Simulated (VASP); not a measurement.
VASP runs on CdI2 (space group P-3m1) share one base input (PBE0 hybrid, plane waves, VASP's PBE PAW potentials (set 64)) and change the settings named in each case.

**KPOINTS**
```
Automatic mesh
0
Gamma
4 4 1
0 0 0
```

**INCAR**
```
SYSTEM = CdI2
PREC = Accurate
ENCUT = 300
EDIFF = 1E-6
NELM = 100
ALGO = Normal
LREAL = .FALSE.
LASPH = .TRUE.
ISMEAR = 0
SIGMA = 0.01
GGA = PE
AEXX = 0.25
HFRCUT = -1
LHFCALC = .TRUE.
PRECFOCK = Fast
ISYM = 3
LMAXMIX = 4
LWAVE = .FALSE.
LCHARG = .FALSE.
ISIF = 2
```

**POSCAR**
```
CdI2
1
    4.3174340000     0.0000000000     0.0000000000
   -2.1587170000     3.7390080000     0.0000000000
    0.0000000000     0.0000000000    21.9932240000
Cd I
3 6
Direct
  0.6666670000   0.3333330000   0.3331200000
  0.3333330000   0.6666670000   0.6668800000
  0.0000000000   0.0000000000   0.0000000000
  0.3333330000   0.6666670000   0.0788700000
  0.6666670000   0.3333330000   0.9211300000
  0.3333330000   0.6666670000   0.4117000000
  0.6666670000   0.3333330000   0.5883000000
  0.0000000000   0.0000000000   0.2544000000
  0.0000000000   0.0000000000   0.7456000000
```

POTCAR, in this order: Cd I (PBE.64 set). Program: vasp_std.

| change | E(σ→0) (eV/atom) | pressure (GPa) |
|---|---|---|
| base run | -2.5808 | -0.68 |
| AEXX removed, HFRCUT removed, ISYM removed, LHFCALC removed, PRECFOCK removed | -1.8396 | 0.25 |
| HFRCUT removed, HFSCREEN = 0.2 | -2.3638 | -0.57 |
| KPOINTS 2×2×1 Γ-centred mesh | -2.6258 | -3.64 |
| KPOINTS 3×3×1 Γ-centred mesh | -2.5632 | [?] |
| KPOINTS 5×5×1 Γ-centred mesh | -2.5835 | -0.71 |
| ENCUT = 240 | -2.5686 | [?] |
| ENCUT = 180 | -1.9810 | -44.11 |
| KPOINTS 4×4×1 Γ-centred mesh shifted by (0, 0, 0.5) | -2.5809 | -0.69 |
| EDIFF = 1E-03 | -2.5809 | -0.78 |

Q: What belongs in the gaps?

A: 
- ENCUT = 240, pressure (GPa): -4.33
- KPOINTS 3×3×1 Γ-centred mesh, pressure (GPa): -0.49

Energies of different potentials or functionals have different zeros.  Unless said otherwise, spin-orbit coupling is left out, though it shifts the bands of the heavy elements here.

Left out are runs that ran out of time, are held back, or changed the cell or the kind of run, fixed moments of cells without a moment, rows past the twelfth, gaps on odd meshes, pressures of charged cells and columns that move by less than the noise.

The structure comes from a computed database's CdI2 entry; how it stands against other phases isn't given here. The cell was not relaxed at this level, its lattice was scaled by up to 2.5 %.
